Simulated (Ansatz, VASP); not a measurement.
# Cross-check of CoSi2 (CoSi2 strained to the junction's net) between VASP and Ansatz

Wanted: the spread between two codes on one cell, functional and k mesh. The cell is generated by rule, not measured, and may not be a known phase. Of the first pair: The structure shown is the start of the Ansatz relaxation below; VASP solves that cell, so the two are compared at the walk's first step.

Main program and level: Ansatz 0.2.0; plane waves, with VASP 6.6.1 beside it; single point at PBE.

**1. Starting point**

Symmetry: R-3m, No. 166, trigonal system. Conventional cell: a = 3.820 Å, b = 3.820 Å, c = 9.233 Å, α = 90.00°, β = 90.00°, γ = 120.00°. Nearest to Si lie 4 Co at 2.31 to 2.34 Å. Nearest to Co lie 8 Si at 2.31 to 2.34 Å. Farther neighbours are not listed.

**2. Ansatz: relaxation, PBE**

Ansatz runs on its default PAW (the set named soft_2) files.

The two programs are compared at the cell with which this relaxation starts, whose forces are those of its first step.

input.yaml

```yaml
crystal:
  lattice:
    - [3.82, 0.0, 0.0]
    - [-1.91, 3.3082170425, 0.0]
    - [0.0, 0.0, 9.2325113864]
  atoms:
    - { symbol: Si, position: [0.0, 0.0, 0.0] }
    - { symbol: Co, position: [0.6666666667, 0.3333333333, 0.0833333333] }
    - { symbol: Si, position: [0.3333333333, 0.6666666667, 0.1666666667] }
    - { symbol: Si, position: [0.6666666667, 0.3333333333, 0.3333333333] }
    - { symbol: Co, position: [0.3333333333, 0.6666666667, 0.4166666667] }
    - { symbol: Si, position: [0.0, 0.0, 0.5] }
    - { symbol: Si, position: [0.3333333333, 0.6666666667, 0.6666666667] }
    - { symbol: Co, position: [0.0, 0.0, 0.75] }
    - { symbol: Si, position: [0.6666666667, 0.3333333333, 0.8333333333] }
kpoints:
  mp_grid: { grid: [12, 12, 3] }
scf:
  occupations: { method: fermi_dirac, width: 0.1 }
  max_iter: 150
hamiltonian:
  xc: pbe
relax:
  f_tol: 0.01
  max_steps: 40
  cell: { fix: [a, b, angles] }
```

On the command line:

```console
$ ansatz run input.yaml --threads 8 --pin off --max-ram 24576MiB --backend cpu --events-out ev --progress --plain --runs-dir out
```

Numbers of over 12 decimals in the logs are rounded to 6 here.

What it wrote:

```text
Engine: ansatz 0.2.0, aarch64-unknown-linux-gnu
Pseudopotentials: kind: paw
Pseudopotential: Si, paw, valence charge 4, recommended cutoff 420 eV (normal), Si.paw.azcp
Pseudopotential: Co, paw, valence charge 17, recommended cutoff 420 eV (normal), Co.paw.azcp
Functional definition: PBE
  parameter kappa = 0.804
  parameter beta = 0.066725
  exchange = pbe_x(kappa = kappa, mu = beta*pi^2/3)
  correlation = pbe_c(beta = beta)
Crystal: 9 atoms, lattice volume = 116.675 Å³
Basis set: ecut = 420 eV, 2275 PW (Γ), exchange–correlation on 54×54×128 points (8 copies of the dense FFT grid, shifted against one another)
Bands: 47, of which v1, the nominal top of the filled ones, is band 38 counted from 1 (37 counted from 0)
Symmetry: 36 space group operations
Space group: R-3m (ITA 166), of the structure as read, at distance tolerance 4.9e-5 Å
k-points: 50 of 432
Non-local potential: Si, projectors of the file, l = 0: 2, l = 1: 2, l = 2: 2
Non-local potential: Co, projectors of the file, l = 0: 3, l = 1: 2, l = 2: 3, l = 3: 1
PAW form: soft (Blöchl's): semilocal exchange-correlation on the pseudo side does not see the compensation charge
PAW one-centre angular grid: Si, 110 points (default); XC on 64 Gauss nodes
PAW one-centre angular grid: Co, 590 points (default); XC on 64 Gauss nodes
Initial density: superposition of atomic densities (neutral atoms: chi_scale 0, normalization atom), corrected by the library's trained network
Initial wavefunctions: pseudopotential atomic-orbital guess
Functional: x = pbe(κ = 0.804, μ = 0.219515), c = pbe(β = 0.066725)
SCF iter   1: F=—  HF=-19197.581123 eV  |F-HF|=—  |Δ(HF+E_count)|=         —  Δρ=4.71e-3  dr2=2.74e-2  ethr=1.77e-3  ⟨swp⟩=7.2  Hψ=9854  notcnv=0  defer=9
preconditioner: auto → Kerker (q_TF=auto, 2.535 Å⁻¹)  [metal: Δε(μ)=0.011 eV  Ē_g=7.097 eV  σ=0.100 eV  W_gap=0.03  n_scr=36 (ndim 8)  ℏωp=24.6 eV  f_vac=0.003  D(μ)=2.91/eV (n_scr^D=24)]
SCF iter   2: F=—  HF=-19197.580841 eV  |F-HF|=—  |Δ(HF+E_count)|=   2.81e-4  Δρ=3.54e-3  dr2=1.69e-2  ethr=3.65e-5  ⟨swp⟩=1.9  Hψ=3374  notcnv=0  defer=9
SCF iter   3: F=—  HF=-19197.582348 eV  |F-HF|=—  |Δ(HF+E_count)|=   1.51e-3  Δρ=5.30e-3  dr2=2.16e-2  ethr=2.26e-5  ⟨swp⟩=2.0  Hψ=3295  notcnv=0  defer=11
SCF iter   4: F=—  HF=-19197.580853 eV  |F-HF|=—  |Δ(HF+E_count)|=   1.49e-3  Δρ=2.63e-3  dr2=5.55e-3  ethr=2.26e-5  ⟨swp⟩=1.0  Hψ=2298  notcnv=0  defer=10
SCF iter   5: F=—  HF=-19197.580500 eV  |F-HF|=—  |Δ(HF+E_count)|=   3.54e-4  Δρ=1.05e-3  dr2=8.96e-4  ethr=7.40e-6  ⟨swp⟩=1.0  Hψ=2298  notcnv=0  defer=10
SCF iter   6: F=—  HF=-19197.580447 eV  |F-HF|=—  |Δ(HF+E_count)|=   5.24e-5  Δρ=1.62e-4  dr2=2.35e-5  ethr=1.20e-6  ⟨swp⟩=2.0  Hψ=2670  notcnv=0  defer=9
SCF iter   7: F=—  HF=-19197.580403 eV  |F-HF|=—  |Δ(HF+E_count)|=   4.49e-5  Δρ=4.65e-5  dr2=2.00e-6  ethr=3.13e-8  ⟨swp⟩=2.1  Hψ=3370  notcnv=0  defer=9
SCF iter   8: F=—  HF=-19197.580403 eV  |F-HF|=—  |Δ(HF+E_count)|=   1.29e-9  Δρ=1.13e-5  dr2=1.04e-7  ethr=2.66e-9  ⟨swp⟩=2.2  Hψ=3347  notcnv=0  defer=9
SCF iter   9: F=-19197.580403 eV  HF=-19197.580403 eV  |F-HF|=2.23e-8  |Δ(HF+E_count)|=   7.44e-9  Δρ=5.71e-6  dr2=2.58e-8  ethr=1.33e-10  ⟨swp⟩=3.8  Hψ=6793  notcnv=0
SCF 1 converged in 9 iterations: F = -19197.580403 eV  dr2 = 2.58e-8
  greatest PAW one-centre occupation: 1.000 electrons in one spin orbital (limit 2), on the Co atom at site 7 (counted from 0), in its partial waves of l = 0
relax step   1: F+E_penalty+E_count = -19197.58040252 eV  Δ(F+E_penalty+E_count) = +0.000e0 eV  max|allowed force component| = 1.431e-1 eV/Å  Δτ_max = 0.0000 Å  P = -1.713 GPa  Ω = 116.675 Å³  fix = [a, b, alpha, beta, gamma]  reactions: a -2.986, b -2.986 GPa  (9 SCF iters, dr2 threshold 1.00e-7 eV, accepted)
[...]
relax step   2: F+E_penalty+E_count = -19197.58368873 eV  Δ(F+E_penalty+E_count) = -3.286e-3 eV  max|allowed force component| = 8.981e-2 eV/Å  Δτ_max = 0.0048 Å  P = -1.693 GPa  Ω = 116.650 Å³  energy of the carried Pulay correction = +1.068e-5 eV  fix = [a, b, alpha, beta, gamma]  reactions: a -2.793, b -2.793 GPa  (6 SCF iters, dr2 threshold 9.00e-7 eV, accepted)
[...]
relax step   3: F+E_penalty+E_count = -19197.58585434 eV  Δ(F+E_penalty+E_count) = -2.166e-3 eV  max|allowed force component| = 5.158e-4 eV/Å  Δτ_max = 0.0083 Å  P = -1.613 GPa  Ω = 116.588 Å³  energy of the carried Pulay correction = +3.763e-5 eV  fix = [a, b, alpha, beta, gamma]  reactions: a -2.441, b -2.441 GPa  (6 SCF iters, dr2 threshold 6.45e-7 eV, accepted)
[...]
relax step   4: F+E_penalty+E_count = -19197.58582162 eV  Δ(F+E_penalty+E_count) = +3.272e-5 eV  max|allowed force component| = 5.174e-4 eV/Å  Δτ_max = 0.0000 Å  P = -1.614 GPa  Ω = 116.588 Å³  fix = [a, b, alpha, beta, gamma]  reactions: a -2.441, b -2.441 GPa  stress off target by 4.21e-2 GPa on what of the cell is left free  SCF on the basis re-selected at this cell (its energy is not comparable with the rows above)  (9 SCF iters)
basis re-selected at this cell: Δ(F+E_penalty+E_count) = +3.272e-5 eV, ΔP = -0.001 GPa vs the last step (what re-selecting the basis moved, of the pressure what is left beyond the Pulay correction that the steps carried, after the strain that the cell walked since its last selection, with what the two solves' SCF thresholds leave and, on support functions, any second-order correction that the steps lacked; it is no m [...]
SCF converged after 9 iterations
Free energy (F): -19197.585822 eV
Harris-Foulkes:  -19197.585822 eV  (|F-HF|=3.64e-12)
Internal energy: -19197.487353 eV  (E = F + TS)
E sigma→0 (E₀):  -19197.536587 eV
Entropy (-TS):   -0.098469 eV (-10.941 meV/atom)
Fermi energy:    12.687679 eV
--- Per-component energies (eV) ---
  E_band       = -864.123774
  E_kinetic    = 1639.680717
  E_local      = -12328.171705  (includes V_loc(G=0)·N_el)
  E_nonlocal   = 1503.368703
  E_hartree    = 5361.282034
  E_xc         = -821.219405
  E_vxc        = -914.324401  (∫ρ·V_xc dr)
  E_paw        = -7623.914455  (= ΣΔE_a)
  E_vpaw       = -1487.241474  (= ΣTr[D̂ρ^β])
  E_aug_tail   = 0.000317  (compensation charges beyond the density's cutoff)
  E_ewald      = -6928.513559
  E_smearing   = -0.098469  (= −TS)
  E_closure    = -0.000000  (closes the sum)
  Σ components = -19197.585822   (vs F -19197.585822, Δ=0.00e0)
--- Forces (eV/Å), atoms counted from 1 ---
  atom   1  Si    -0.00000000     0.00000000     0.00051741
  atom   2  Co     0.00000000     0.00000000    -0.00000000
  atom   3  Si    -0.00000000    -0.00000000    -0.00051741
  atom   4  Si    -0.00000000     0.00000000     0.00051741
  atom   5  Co     0.00000000    -0.00000000     0.00000000
  atom   6  Si    -0.00000000    -0.00000000    -0.00051741
  atom   7  Si     0.00000000     0.00000000     0.00051741
  atom   8  Co     0.00000000     0.00000000     0.00000000
  atom   9  Si     0.00000000    -0.00000000    -0.00051741
  max |Σ_I F_I| component: 6.17e-17 eV/Å
--- Stress (GPa, compression-positive) ---
       -2.441336      -0.000000      -0.000000
       -0.000000      -2.441336       0.000000
        0.000000       0.000000       0.042084
  P = ⅓ Tr σ = -1.6135 GPa (-16.135 kbar)
--- Relaxed structure (3 steps of the walk, 3 accepted, 1 SCFs on fresh bases) ---
  F+E_penalty+E_count = -19197.58582162 eV   max|allowed force component| = 5.174e-4 eV/Å   (the final SCF, on the basis selected at the relaxed cell)
  cell:  # Å, volume = 116.5877 Å³
    - [3.820000, 0, 0]
    - [-1.910000, 3.308217, 0]
    - [0, 0, 9.225617]
  atoms:
    - { symbol: Si, position: [4.406503843660459e-19, 0, 0.00142219] }
    - { symbol: Co, position: [0.666667, 0.333333, 0.083333] }
    - { symbol: Si, position: [0.333333, 0.666667, 0.165244] }
    - { symbol: Si, position: [0.666667, 0.333333, 0.334756] }
    - { symbol: Co, position: [0.333333, 0.666667, 0.416667] }
    - { symbol: Si, position: [-4.406503843660459e-19, 0, 0.498578] }
    - { symbol: Si, position: [0.333333, 0.666667, 0.668089] }
    - { symbol: Co, position: [0, 0, 0.75] }
    - { symbol: Si, position: [0.666667, 0.333333, 0.831911] }
```

**3. VASP: single point, PBE, start cell, pair 1**

The same cell, functional, mesh and smearing now go to VASP, with its own data sets.

Lines of VASP's logs that name or quote its potential files are left out, and so is its time.

INCAR

```
SYSTEM = CoSi2
PREC = Accurate
ENCUT = 520
EDIFF = 1E-06
NELM = 120
ISMEAR = -1
SIGMA = 0.1
LREAL = .FALSE.
ALGO = Normal
GGA = PE
NBANDS = 34
LASPH = .TRUE.
LORBIT = 11
LWAVE = .FALSE.
LCHARG = .FALSE.
ISIF = 2
GGA_COMPAT = .FALSE.
KPAR = 2
```

POSCAR

```
CoSi2
1.0
    3.8200000000      0.0000000000      0.0000000000
   -1.9100000000      3.3082170000      0.0000000000
    0.0000000000      0.0000000000      9.2325110000
Si Co
6 3
Direct
    0.0000000000      0.0000000000      0.0000000000
    0.3333333333      0.6666666667      0.1666666847
    0.6666666667      0.3333333333      0.3333333694
    0.0000000000      0.0000000000      0.5000000542
    0.3333333333      0.6666666667      0.6666667389
    0.6666666667      0.3333333333      0.8333333153
    0.6666666667      0.3333333333      0.0833333424
    0.3333333333      0.6666666667      0.4166667118
    0.0000000000      0.0000000000      0.7500000812
```

KPOINTS

```
Automatic mesh
0
Gamma
12 12 3
0 0 0
```

The projector-augmented-wave data sets are Si and Co (PBE family, release 64).

On the command line:

```console
$ mpirun -np 2 vasp_std
```

What it wrote:

```text
[banner, memory and clock lines left out]
running    2 mpi-ranks, on    1 nodes
 distrk:  each k-point on    1 cores,    2 groups
 distr:  one band on    1 cores,    1 groups

 POSCAR found type information on POSCAR SiCo
 POSCAR found :  2 types and       9 ions
 LDA part: xc-table for (Slater+PW92), standard interpolation
 POSCAR, INCAR and KPOINTS ok, starting setup
 FFT: planning ... GRIDC
 FFT: planning ... GRID_SOFT
 FFT: planning ... GRID
 WAVECAR not read
 entering main loop
       N       E                     dE             d eps       ncg     rms          rms(c)
DAV:   1     0.323371350212E+03    0.32337E+03   -0.20948E+04  3400   0.151E+03
DAV:   2    -0.337800752130E+02   -0.35715E+03   -0.34243E+03  3400   0.343E+02
DAV:   3    -0.609916315251E+02   -0.27212E+02   -0.25886E+02  4110   0.108E+02
DAV:   4    -0.621590418887E+02   -0.11674E+01   -0.11559E+01  4292   0.213E+01
DAV:   5    -0.622052453838E+02   -0.46203E-01   -0.46127E-01  4578   0.403E+00    0.246E+01
DAV:   6    -0.734460605853E+02   -0.11241E+02   -0.12820E+02  4798   0.146E+02    0.318E+01
DAV:   7    -0.576651609112E+02    0.15781E+02   -0.60095E+01  4434   0.122E+02    0.761E+00
DAV:   8    -0.582618149463E+02   -0.59665E+00   -0.74990E+00  4128   0.137E+01    0.549E+00
DAV:   9    -0.579405870428E+02    0.32123E+00   -0.98650E-01  4814   0.131E+01    0.154E+00
DAV:  10    -0.579421284861E+02   -0.15414E-02   -0.56153E-02  3852   0.145E+00    0.972E-01
DAV:  11    -0.579382379237E+02    0.38906E-02   -0.23176E-02  4668   0.187E+00    0.430E-01
DAV:  12    -0.579376556828E+02    0.58224E-03   -0.13828E-03  5200   0.461E-01    0.192E-01
DAV:  13    -0.579376948158E+02   -0.39133E-04   -0.12585E-03  5202   0.353E-01    0.111E-01
DAV:  14    -0.579376010469E+02    0.93769E-04   -0.34513E-04  5240   0.241E-01    0.222E-02
DAV:  15    -0.579376038126E+02   -0.27658E-05   -0.21468E-05  3898   0.228E-02    0.968E-03
DAV:  16    -0.579376044605E+02   -0.64790E-06   -0.51127E-07  2192   0.650E-03
   1 F= -.57937604E+02 E0= -.57888217E+02  d E =-.987750E-01
```

From OUTCAR (step 3):

```text
ion  position               nearest neighbor table
   1  0.000  0.000  0.000-   9 2.31   7 2.34   7 2.34   7 2.34   6 2.69   2 2.69   2 2.69   6 2.69
                             6 2.69   2 2.69
   2  0.333  0.667  0.167-   8 2.31   7 2.34   7 2.34   7 2.34   3 2.69   1 2.69   1 2.69   3 2.69
                             1 2.69   3 2.69
   3  0.667  0.333  0.333-   7 2.31   8 2.34   8 2.34   8 2.34   2 2.69   4 2.69   2 2.69   4 2.69
                             2 2.69   4 2.69
   4  0.000  0.000  0.500-   9 2.31   8 2.34   8 2.34   8 2.34   5 2.69   3 2.69   5 2.69   5 2.69
                             3 2.69   3 2.69
   5  0.333  0.667  0.667-   8 2.31   9 2.34   9 2.34   9 2.34   6 2.69   6 2.69   6 2.69   4 2.69
                             4 2.69   4 2.69
   6  0.667  0.333  0.833-   7 2.31   9 2.34   9 2.34   9 2.34   5 2.69   5 2.69   5 2.69   1 2.69
                             1 2.69   1 2.69
   7  0.667  0.333  0.083-   3 2.31   6 2.31   2 2.34   1 2.34   2 2.34   1 2.34   1 2.34   2 2.34

  LATTYP: Found a hexagonal cell.
 ALAT       =     3.8200000000
 C/A-ratio  =     2.4168876963

 Subroutine GETGRP returns: Found 12 space group operations
 (whereof  6 operations were pure point group operations)

The static configuration has the point symmetry C_3v.
 The point group associated with its full space group is D_3d.

 Found     50 irreducible k-points:

   k-points           NKPTS =     50   k-points in BZ     NKDIM =     50   number of bands    NBANDS=     34

   dimension x,y,z NGX =    28 NGY =   28 NGZ =   70
   dimension x,y,z NGXF=    56 NGYF=   56 NGZF=  140

   ENCUT  =  520.0 eV  38.22 Ry    6.18 a.u.   7.10  7.10 17.17*2*pi/ulx,y,z

   NELECT =      51.0000    total number of electrons

 k-points in reciprocal lattice and weights: Automatic mesh
   0.00000000  0.00000000  0.00000000       0.002
   0.08333333 -0.00000000  0.00000000       0.014
   0.16666667 -0.00000000  0.00000000       0.014
   0.25000000  0.00000000  0.00000000       0.014
   0.33333333 -0.00000000  0.00000000       0.014
   0.41666667  0.00000000  0.00000000       0.014
   0.50000000  0.00000000  0.00000000       0.007
   0.08333333  0.08333333  0.00000000       0.014
   0.16666667  0.08333333  0.00000000       0.028
[...]
-0.25000000 -0.41666667  0.33333333       0.028
   0.33333333  0.33333333  0.33333333       0.009

 average (electrostatic) potential at core
       1 -79.6325       2 -79.6325       3 -79.6325       4 -79.6325       5 -79.6325
       6 -79.6325       7 -78.4089       8 -78.4089       9 -78.4090

 E-fermi :   9.9179

 k-point     1 :       0.0000    0.0000    0.0000
  band No.  band energies     occupation
    ...
     16       7.9631      2.00000
     17       8.0604      2.00000
     18       8.0604      2.00000
     19       8.3136      2.00000
     20       8.3136      2.00000
     21      10.3291      0.03225
     22      10.3291      0.03225
     23      10.3291      0.03224
     24      10.3291      0.03224
     25      10.5511      0.00355
    ...

 k-point     2 :       0.0833   -0.0000    0.0000
  band No.  band energies     occupation
    ...
     18       8.1945      2.00000
     19       8.2536      2.00000
     20       8.2625      2.00000
     21       9.6799      1.83069
     22       9.8290      1.41746
     23      10.3238      0.03397
     24      10.5938      0.00232
     25      10.6405      0.00145
     26      12.0075      0.00000
     27      12.1568      0.00000
    ...

 k-point     3 :       0.1667   -0.0000    0.0000
  band No.  band energies     occupation
    ...
     19       8.3221      2.00000
     20       8.3562      2.00000
     21       9.1389      1.99917
     22       9.2897      1.99627
     23       9.8607      1.27856
     24      10.2875      0.04844
     25      10.5021      0.00579
     26      11.3947      0.00000
     27      11.4271      0.00000
     28      11.8523      0.00000
    ...

  Total       -2.2498355     -2.2498355      0.5259830      0.0000000     -0.0000000     -0.0000000
  in kB      -30.8947129    -30.8947121      7.2227920      0.0000000     -0.0000000     -0.0000000
  external PRESSURE =     -18.1888777 kB  Pullay stress =       0.0000000 kB

  energy-cutoff  :      520.00
  volume of cell :      116.67
      direct lattice vectors                 reciprocal lattice vectors
     3.820000000  0.000000000  0.000000000     0.261780105  0.151138816  0.000000000
    -1.910000000  3.308217000  0.000000000     0.000000000  0.302277632  0.000000000
     0.000000000  0.000000000  9.232511000     0.000000000  0.000000000  0.108312896

 POSITION                                       TOTAL-FORCE (eV/Angst)
 -----------------------------------------------------------------------------------
      0.00000      0.00000      0.00000        -0.000000      0.000000      0.142869
     -0.00000      2.20548      1.53875         0.000000     -0.000000     -0.142869
      1.91000      1.10274      3.07750        -0.000000      0.000000      0.142869
      0.00000      0.00000      4.61626         0.000000     -0.000000     -0.142869
     -0.00000      2.20548      6.15501        -0.000000      0.000000      0.142869
      1.91000      1.10274      7.69376         0.000000      0.000000     -0.142869
      1.91000      1.10274      0.76938        -0.000000     -0.000000     -0.000000
     -0.00000      2.20548      3.84688         0.000000     -0.000000     -0.000000
      0.00000      0.00000      6.92438        -0.000000     -0.000000     -0.000000
 -----------------------------------------------------------------------------------
    total drift:                               -0.000000      0.000000      0.000014

  FREE ENERGIE OF THE ION-ELECTRON SYSTEM (eV)
  ---------------------------------------------------
  free  energy   TOTEN  =       -57.9376044605 eV

  energy  without entropy=      -57.8388294815  energy(sigma->0) =      -57.88821697

 total charge
# of ion       s       p       d       tot
------------------------------------------
    1        0.718   0.865   0.000   1.582
    2        0.718   0.865   0.000   1.582
    3        0.718   0.865   0.000   1.582
    4        0.718   0.865   0.000   1.582
    5        0.718   0.865   0.000   1.582
    6        0.718   0.865   0.000   1.582
    7        0.534   0.705   7.583   8.822
    8        0.534   0.705   7.583   8.822
    9        0.534   0.705   7.583   8.822
--------------------------------------------------
tot          5.910   7.302  22.748  35.960

[... 3 further parts left out ...]
```

This run has no spin polarisation, so a moment on Co, if there is one, isn't seen. Its electron count is odd, so without a moment it is a metal by construction.

**4. Comparison**

Known differences besides the potentials themselves: the data sets hold 75 valence electrons in Ansatz (on its default PAW (the set named soft_2) files) and 51 in VASP; the cutoff is 420 eV in Ansatz and 520 eV in VASP. Total energies have different zeros and are not compared.

Forces (eV/Å; atoms numbered as in POSCAR):

| atom | Ansatz x, y, z | VASP x, y, z |
| --- | --- | --- |
| Si1 | 0.000, 0.000, 0.143 | 0.000, 0.000, 0.143 |
| Si2 | 0.000, 0.000, -0.143 | 0.000, 0.000, -0.143 |
| Si3 | 0.000, 0.000, 0.143 | 0.000, 0.000, 0.143 |
| Si4 | 0.000, 0.000, -0.143 | 0.000, 0.000, -0.143 |
| Si5 | 0.000, 0.000, 0.143 | 0.000, 0.000, 0.143 |
| Si6 | 0.000, 0.000, -0.143 | 0.000, 0.000, -0.143 |
| Co7 | 0.000, 0.000, 0.000 | 0.000, 0.000, 0.000 |
| Co8 | 0.000, 0.000, 0.000 | 0.000, 0.000, 0.000 |
| Co9 | 0.000, 0.000, 0.000 | 0.000, 0.000, 0.000 |

The forces differ by 0.1 meV/Å r.m.s., which is 0.2 % of the r.m.s. force of 0.067 eV/Å (both taken over all components).

[end of part 1 of 2]

[Lines on the potential files, build, host, timing and source positions are cut from VASP's logs without a mark.]

[Logs are printed without paths, hosts, clocks, repeated set-up lines and the standing remarks that a program may print on its own settings, such as how far it seeks lower states.]

[Hosts, paths, dates, database ids (printed as entryN), source tags and the programs' standing remarks are cut or masked in the printed files.]
